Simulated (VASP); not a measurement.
Computed with PBE GGA + U (Dudarev), VASP's PBE PAW potentials (set 64) (plane waves; VASP).

The input files of a VASP run:

### INCAR
```
ALGO  =  Normal
EDIFF  =  1E-6
ENCUT  =  400
GGA  =  PE
ISIF  =  2
ISMEAR  =  1
LASPH  =  T
LCHARG  =  F
LDAU  =  T
LDAUJ  =  0 0
LDAUL  =  2 -1
LDAUPRINT  =  1
LDAUTYPE  =  2
LDAUU  =  6.0 0
LMAXMIX  =  6
LORBIT  =  10
LREAL  =  F
LWAVE  =  F
NELM  =  100
PREC  =  Accurate
SIGMA  =  0.1
SYSTEM  =  AuZn
```

### POSCAR
```
AuZn
1
    3.2130000000     0.0000000000     0.0000000000
    0.0000000000     3.2130000000     0.0000000000
    0.0000000000     0.0000000000     3.2130000000
Zn Au
1 1
Direct
  0.5000000000   0.5000000000   0.5000000000
  0.0000000000   0.0000000000   0.0000000000
```

File KPOINTS:
```
Automatic mesh
0
G
10 10 10
0 0 0
```

POTCAR, in this order: Zn Au (PBE.64 set). Program: vasp_std.

Unless said otherwise, spin-orbit coupling is left out, though it shifts the bands of the heavy elements here.

Question: Estimate the energy per atom (σ→0), pressure, band gap (on the k-mesh).

Answer: 
The energy per atom (σ→0) is -2.116 eV/atom, the band gap (on the k-mesh) comes out as none (metal, semimetal or under 0.01 eV) and the pressure comes out as -5.49 GPa.

File OSZICAR:
```
...
DAV:   5    -0.465956816293E+01   -0.18194E-03   -0.18193E-03  2072   0.392E-01    0.759E+00
DAV:   6    -0.425574402844E+01    0.40382E+00   -0.16553E+00  1687   0.122E+01    0.466E+00
DAV:   7    -0.423925508208E+01    0.16489E-01   -0.38229E-02  1974   0.439E+00    0.269E+00
DAV:   8    -0.423265396767E+01    0.66011E-02   -0.10526E-02  1922   0.125E+00    0.174E-01
DAV:   9    -0.423270308407E+01   -0.49116E-04   -0.28552E-04  1911   0.161E-01    0.705E-02
DAV:  10    -0.423271378342E+01   -0.10699E-04   -0.39433E-05  2072   0.104E-01    0.132E-02
DAV:  11    -0.423271443586E+01   -0.65244E-06   -0.93022E-06  1834   0.708E-02
   1 F= -.42327144E+01 E0= -.42324068E+01  d E =-.923029E-03
```

The compound is AuZn in the CsCl type structure. The cell was not relaxed at this level. The run is one of a series of settings (LDAU = .TRUE., LDAUJ = 0 0, LDAUL = 2 -1, LDAUTYPE = 2, LDAUU = 6.0 0 against the base run), some of them coarse on purpose. The electron count is odd and the run is not spin-polarised, which forces a metal.
